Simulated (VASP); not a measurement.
Here is the system:

```
CELL_PARAMETERS angstrom
     -1.61540     1.63418     3.96506
      1.61540    -1.63418     3.96506
      1.61540     1.63418    -3.96506
ATOMIC_POSITIONS crystal
  Si 0.66500 0.66500 0.00000
  Si 0.33500 0.33500 0.00000
  W  0.00000 0.01659 0.01659
```

These are PBE GGA + U (Dudarev), VASP's PBE PAW potentials (set 64) (plane waves; VASP) values and carry that method's errors. Settings: 400 eV cut-off, 12×12×12 Γ-centred mesh, first-order Methfessel-Paxton smearing of 0.10 eV, potentials Si W_sv, U − J: W 6.00 eV.

Unless said otherwise, spin-orbit coupling is left out, though it shifts the bands of the heavy elements here.

Task: What does the run give for the energy per atom (σ→0), pressure, largest force, band gap (on the k-mesh) with the smallest direct gap where there is one?

Result: 
```
Item                                                        Result
------------------------  ----------------------------------------
band gap (on the k-mesh)  none (metal, semimetal or under 0.01 eV)
energy per atom (σ→0)                               -6.024 eV/atom
pressure                                                 15.4 kbar
largest force                                      0.02080 Ry/bohr
```

The compound is WSi2 in the MoSi2 type structure. The cell was not relaxed at this level. The run is one of a series of settings (LDAU = .TRUE., LDAUJ = 0 0, LDAUL = -1 2, LDAUTYPE = 2, LDAUU = 0 6.0 against the base run), some of them coarse on purpose.
